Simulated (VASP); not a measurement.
Calculation: PBEsol GGA, VASP's PBE PAW potentials (set 64) (plane waves; VASP).

VASP input:

File POSCAR:
```
TiO2
1.0
 -1.8883773657   1.8883773657   4.7658164793
  1.8883773657  -1.8883773657   4.7658164793
  1.8883773657   1.8883773657  -4.7658164793
Ti O
2 4
Direct
  0.7500000000   0.2500000000   0.5000000000
  0.0000000000   0.0000000000   0.0000000000
  0.5419536581   0.0419536581   0.5000000000
  0.7919536581   0.7919536581   0.0000000000
  0.2080463419   0.2080463419   0.0000000000
  0.9580463419   0.4580463419   0.5000000000
```

**INCAR**
```
! general
SYSTEM  = TiO2
PREC    = Accurate
ENCUT   = 520   ! plane-wave cut-off (eV)
LREAL   = .FALSE.   ! projection in real space or not
LASPH   = .TRUE.   ! aspherical one-centre terms
ICHARG  = 11

! electronic loop
EDIFF   = 1E-7
NELM    = 100   ! most electronic steps
ALGO    = Normal   ! blocked Davidson
LMAXMIX = 4

! smearing
ISMEAR  = 0   ! Gaussian
SIGMA   = 0.05

! functional
GGA     = PS   ! PBEsol

! output
LWAVE   = .FALSE.
LCHARG  = .FALSE.
LORBIT  = 11   ! lm-projected
```

File KPOINTS:
```
k-points along high-symmetry lines
10
Line-mode
Reciprocal
  0.000000   0.000000   0.000000 ! GAMMA
  0.000000   0.000000   0.500000 ! X

  0.000000   0.000000   0.500000 ! X
  0.250000   0.250000   0.250000 ! P

  0.250000   0.250000   0.250000 ! P
  0.000000   0.500000   0.000000 ! N

  0.000000   0.500000   0.000000 ! N
  0.000000   0.000000   0.000000 ! GAMMA

  0.000000   0.000000   0.000000 ! GAMMA
  0.500000   0.500000  -0.500000 ! M

  0.500000   0.500000  -0.500000 ! M
  0.289601   0.710399  -0.289601 ! S

 -0.289601   0.289601   0.289601 ! S_0
  0.000000   0.000000   0.000000 ! GAMMA

  0.000000   0.000000   0.500000 ! X
 -0.079203   0.079203   0.500000 ! R

  0.500000   0.500000  -0.079203 ! G
  0.500000   0.500000  -0.500000 ! M
```

POTCAR, in this order: Ti_sv O (PBE.64 set). Program: vasp_std. Read from the step before: CHGCAR.

The run wrote:

File OSZICAR:
```
       N       E                     dE             d eps       ncg     rms          rms(c)
DAV:   1     0.619451828365E+03    0.61945E+03   -0.25761E+04  5040   0.203E+03
DAV:   2     0.481210892440E+02   -0.57133E+03   -0.55424E+03  5252   0.570E+02
DAV:   3    -0.489982487449E+02   -0.97119E+02   -0.92285E+02  8168   0.193E+02
DAV:   4    -0.554612797062E+02   -0.64630E+01   -0.64020E+01  7160   0.512E+01
DAV:   5    -0.557683073062E+02   -0.30703E+00   -0.30608E+00  7188   0.872E+00
DAV:   6    -0.557741241834E+02   -0.58169E-02   -0.58126E-02  6528   0.135E+00
DAV:   7    -0.557743798646E+02   -0.25568E-03   -0.25563E-03  7172   0.230E-01
DAV:   8    -0.557743844062E+02   -0.45415E-05   -0.45409E-05  6580   0.295E-02
DAV:   9    -0.557743845921E+02   -0.18597E-06   -0.18598E-06  6340   0.496E-03
DAV:  10    -0.557743845960E+02   -0.39090E-08   -0.38767E-08  3768   0.835E-04
   1 F= -.55774385E+02 E0= -.55774385E+02  d E =-.254152E-12
```

### OUTCAR
```
 val. band max:        3.3137502756   @ k =   0.0000   0.0000   0.4444

 cond. band min:       5.3714743327   @ k =   0.0000   0.0000   0.0000



 k-point     1 :       0.0000    0.0000    0.0000
  band No.  band energies     occupation
      1     -52.8195      2.00000
      2     -52.7569      2.00000
      3     -29.4086      2.00000
      4     -29.1617      2.00000
      5     -29.1617      2.00000
      6     -29.0881      2.00000
      7     -29.0881      2.00000
      8     -29.0007      2.00000
      9     -14.2949      2.00000
     10     -13.2566      2.00000
     11     -13.1114      2.00000
     12     -12.7660      2.00000
     13      -0.6834      2.00000
     14      -0.5642      2.00000
     15      -0.5642      2.00000
     16      -0.1890      2.00000
     17       1.1939      2.00000
     18       1.1939      2.00000
     19       1.2702      2.00000
     20       2.5235      2.00000
     21       2.5282      2.00000
     22       2.5282      2.00000
     23       2.8262      2.00000
     24       2.8262      2.00000
     25       5.3715      0.00000
     26       6.1285      0.00000
     27       7.2938      0.00000
     28       7.3160      0.00000

 k-point     2 :       0.0000    0.0000    0.0556
  band No.  band energies     occupation
      1     -52.8189      2.00000
      2     -52.7572      2.00000
      3     -29.4082      2.00000
      4     -29.1679      2.00000
      5     -29.1637      2.00000
      6     -29.0915      2.00000
      7     -29.0882      2.00000
      8     -28.9994      2.00000
      9     -14.2641      2.00000
     10     -13.2373      2.00000
     11     -13.0983      2.00000
     12     -12.7569      2.00000
     13      -0.6905      2.00000
     14      -0.6364      2.00000
     15      -0.6016      2.00000
     16      -0.1878      2.00000
     17       1.1278      2.00000
     18       1.2300      2.00000
     19       1.3120      2.00000
     20       2.4477      2.00000
     21       2.4625      2.00000
...
```

The density is held fixed in this step, so its total energy and stress have no physical meaning.

The compound is TiO2 in the anatase structure, one of several forms; rutile is the usual stable one. It was relaxed first.
